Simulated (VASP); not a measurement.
Runs of VASP 6.6.1 on NGeH3. The cell holds a molecule in a box, 5 atoms: a = 11.000 Å, b = 13.000 Å, c = 10.000 Å, α = 90.00°, β = 90.00°, γ = 90.00°. 

```tsv
task	level	potentials or basis	cell	cutoff (eV)	grid for exact exchange (PRECFOCK)	exchange at q = 0	screening parameter	gap on the mesh (eV)	largest force (eV/Å)
single point	r2SCAN0+D3(BJ)	VASP PAW PBE potentials, release 64 (N, Ge_d, H)	as given	520	Fast	truncated	-	(b)	0.40
single point	PBE	VASP PAW PBE potentials, release 64 (N, Ge_d, H)	as given	520	-	-	-	3.08	0.41
single point	PBE0	VASP PAW PBE potentials, release 64 (N_s, Ge_d, H_s)	as given	400	Normal	truncated	-	4.94	0.63
electron localisation function	PBE	VASP PAW PBE potentials, release 64 (N, Ge_d, H)	as given	520	-	-	-	3.08	0.41
relaxation of the atoms	revPBE+D4	VASP PAW PBE potentials, release 64 (N_s, Ge_d, H_s)	atoms relaxed	400	-	-	-	(a)	-
single point	HSE06+TS	VASP PAW PBE potentials, release 64 (N, Ge_d, H)	as given	520	Normal	-	0.2 1/A	4.20	(c)
atomic charges	PBE+TS	VASP PAW PBE potentials, release 64 (N, Ge_d, H)	as given	520	-	-	-	3.08	0.42
```

Alike in all rows: no spin polarisation; k mesh 1 × 1 × 1; smearing gaussian 0.01 eV.

Question: Estimate the missing entries.

Answer: (a) 3.13; (b) 5.19; (c) 0.17.

Caveats: the PAW data sets were made with another functional, which shifts forces and pressure a little (some runs).

A k mesh can miss the band edges, and the runs leave out spin-orbit coupling on Ge.

Not every run made on this cell is shown here.
